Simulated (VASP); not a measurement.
Given:

```
CdSe
1.0
    0.00000     3.07901     3.07901
    3.07901     0.00000     3.07901
    3.07901     3.07901     0.00000
Cd Se
1 1
Direct
  0.00000   0.00000   0.00000
  0.25000   0.25000   0.25000
```

Level of theory: rev-vdW-DF2, VASP's PBE PAW potentials (set 64) (plane waves; VASP). Settings: 520 eV cut-off, 8×8×8 Γ-centred mesh, Gaussian smearing of 0.050 eV, potentials Cd Se.

Problem. Give the energy at these volumes per atom, relative to the lowest: 27.43, 28.31, 29.18, 30.06, 30.93 Å³.

Solution. 17.9, 4.3, 0.0, 3.6, 13.9 meV/atom. A third-order Birch-Murnaghan fit gives B0 = 47.9 GPa and B0′ = 4.8.

Measured: a 6.077 Å (computed value off by +1.3 %), as given by arXiv:1206.3780. The calculation is for a static lattice, while the measured a holds thermal and zero-point effects, which are part of the difference.

The compound is CdSe in the zinc blende structure, whereas wurtzite is the usual form. It was relaxed first, which changed the volume by +5 %.
